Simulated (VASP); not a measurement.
Data:

```xyz
1
Lattice="0.0000 2.8105 2.8105 2.8105 0.0000 2.8105 2.8105 2.8105 0.0000" Properties=species:S:1:pos:R:3 pbc="T T T"
Ca     0.0000     0.0000     0.0000
```

These are RPBE GGA, VASP's PBE PAW potentials (set 64) (plane waves; VASP) values and carry that method's errors. Run with 520 eV cut-off, 10×10×10 Γ-centred mesh, first-order Methfessel-Paxton smearing of 0.10 eV, potentials Ca_sv.

**Question.** Predict the energy per atom (σ→0), band gap (on the k-mesh) with the smallest direct gap where there is one.

**Answer.** 
```yaml
band gap (on the k-mesh): none (metal, semimetal or under 0.01 eV)
energy per atom (σ→0): -1.747 eV/atom
```

Total energies compare only between runs with the same potentials, cut-off and functional.

The compound is Ca in the fcc structure. It was relaxed first. The start is the result of an earlier pass.
